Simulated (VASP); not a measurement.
Write the native input for VASP 6.6.1 that does the following.

| Quantity | Value |
| --- | --- |
| Task | relaxation of cell and atoms |
| Functional | PBE |
| Potentials or basis | VASP PAW PBE potentials, release 64 (Ni, Ge_d, O) |
| Cutoff | 520 eV |
| k mesh | 4 × 4 × 2 |
| Occupations | gaussian, width 0.15 eV |
| Spin | collinear spin, ferromagnetic start |
| Starting moments | [1.0, 0.0, 0.0, 0.0, 0.0, 0.0] μB |
| Further INCAR settings | PREC = Normal; ALGO = Fast; EDIFF = 0.0001; IBRION = 2; EDIFFG = -0.08; NSW = 24; ISIF = 3 |

The structure of NiGe2O3 lies in POSCAR:

```
NiGe2O3
1.0
    3.6664756600      0.0000000000      0.0000000000
   -1.8332378300      3.1752610600      0.0000000000
    0.0000000000      0.0000000000      7.2020964100
Ni Ge O
1 2 3
Direct
    0.6666666700      0.3333333300      0.0000000000
    0.3333333300      0.6666666700      0.2478150000
    0.3333333300      0.6666666700      0.7521850000
    0.6666666700      0.3333333300      0.5000000000
    0.0000000000      0.0000000000      0.0000000000
    0.0000000000      0.0000000000      0.5000000000
```

The cell was built by a generator and needn't be a form met in nature.

These files were run (other wordings do the same):

INCAR

```
PREC = Normal
ENCUT = 520
EDIFF = 1E-4
ISMEAR = 0
SIGMA = 0.15
LREAL = False
LASPH = True
NELM = 60
ALGO = Fast
ISIF = 3
LWAVE = False
LCHARG = False
ISPIN = 2
MAGMOM = 1 0 0 0 0 0
LORBIT = 11
LMAXMIX = 4
GGA = PE
IBRION = 2
NSW = 24
EDIFFG = -0.08
```

KPOINTS

```
regular mesh
0
Gamma
  4 4 2
```

Potentials or basis: VASP PAW PBE potentials, release 64 (Ni, Ge_d, O).

Run with:

```sh
$ cat potpaw_PBE.64/Ni/POTCAR potpaw_PBE.64/Ge_d/POTCAR potpaw_PBE.64/O/POTCAR > POTCAR
$ mpirun -np 1 vasp_std > vasp.out
```

It gave:

```json
{
 "Relaxed volume": "12.16 Å³/atom",
 "Relaxed cell": "a = 3.566 Å, b = 3.566 Å, c = 6.624 Å, α = 90.00°, β = 90.00°, γ = 120.00°",
 "Space group after relaxing (to 0.05 Å)": "P-6m2 (No. 187)",
 "Energy gained by relaxing": "189.6 meV/atom",
 "Ionic steps": "22",
 "Pressure after relaxing": "0.3 GPa",
 "Largest force after relaxing": "0.054 eV/Å",
 "Band gap on the k mesh": "none (metal or under the smearing width)",
 "Net moment": "0.68 μB per cell",
 "Site moments": "Ni +0.60; Ge -0.01; O +0.00, +0.10, -0.00 μB",
 "Valence electrons inside the program's atomic spheres": "Ni 9.04; Ge 12.01; O 4.81, 4.86, 4.82"
}
```

Caveat: the k mesh is coarse (spacing up to 0.49 Å⁻¹), so the values aren't converged; a cell with one magnetic atom can't hold antiferromagnetic order, which such compounds often take; semilocal functionals often make such compounds metallic where correlation or magnetic order opens a gap, which also shifts bond lengths; the relaxation stopped at a loose force limit of 0.08 eV/Å, so its end isn't a converged minimum.

Run time: 6.4 min on 1 thread of Intel(R) Xeon(R) 6975P-C (Granite Rapids) (shared host), peak memory 0.19 GiB.
